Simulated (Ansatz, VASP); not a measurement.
## Two plane-wave programs on GeBi3

```
Bi Ge
1.0
     0.00000    3.86682    3.86682
     3.86682    0.00000    3.86682
     3.86682    3.86682    0.00000
Bi Ge
3 1
Direct
  0.49655 0.50368 0.49189
  0.74399 0.75313 0.75001
  0.24770 0.24955 0.25432
  0.99860 0.00251 0.99821
```

Change from the starting cell: atoms moved at random, drawn with an rms of 0.05 Å.

Alike in both runs: task single point; functional PBE; k mesh 6 × 6 × 6; occupations fermi-dirac, width 0.05 eV; no spin polarisation.

|  | VASP | Ansatz |
| --- | --- | --- |
| version | VASP 6.6.1 | Ansatz 0.2.0 |
| potentials or method | VASP PAW PBE potentials, release 64 (Bi_d, Ge_d) | Ansatz PAW |
| plane-wave cutoff (eV) | 520 | 420 |
| valence electrons in the cell | 59 | 59 |

```csv
,VASP,Ansatz,Ansatz less VASP
gap on the k mesh at the Fermi level (eV),none,none,-
pressure (GPa),1.0,1.1,+0.06
largest component of the traceless stress (GPa),0.21,0.21,0.000
rms of the force components (eV/Å),0.012,0.012,0.0000
```

Atom by atom the forces differ by 0.000 eV/Å (rms over components). A gap of «none» marks a metal or a gap that the smearing closes. With one functional, cell and mesh, what is left measures potentials, basis and numerics.

Caveats: spin-orbit coupling is left out, which moves the levels of the heavy elements.
